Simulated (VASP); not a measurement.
Input:

```yaml
crystal:
  lattice:
    - [0.00000, 3.34674, 3.34674]
    - [3.34674, 0.00000, 3.34674]
    - [3.34674, 3.34674, 0.00000]
  atoms:
    - { symbol: Rb, position: [0.00000, 0.00000, 0.00000] }
    - { symbol: Cl, position: [0.50000, 0.50000, 0.50000] }
```

All values below come from PBE GGA, VASP's PBE PAW potentials (set 64) (plane waves; VASP 6.6.1). Run with 400 eV cut-off, Gaussian smearing of 0.050 eV, potentials Rb_sv Cl.

Problem. Give the energies of bands 6 to 11 at the high-symmetry points, in eV from the valence-band maximum.

Solution. 
| band | Γ | X | U | L | W |
|---|---|---|---|---|---|
| 6 | 0.00 | -0.32 | -0.37 | -0.79 | -0.40 |
| 7 | 0.00 | -0.10 | -0.28 | -0.30 | -0.24 |
| 8 | 0.00 | -0.10 | -0.20 | -0.30 | -0.24 |
| 9 | 4.84 | 6.24 | 6.92 | 7.58 | 7.59 |
| 10 | 7.96 | 7.84 | 8.54 | 7.79 | 7.59 |
| 11 | 7.96 | 9.43 | 8.78 | 9.96 | 9.10 |

The gap is direct, 4.84 eV, from the valence maximum at Γ to the conduction minimum at Γ.

The structure was generated: RbCl was put into the rock salt type (Fm-3m), which need not be its known phase. It was relaxed first, which changed the volume by -11 %.
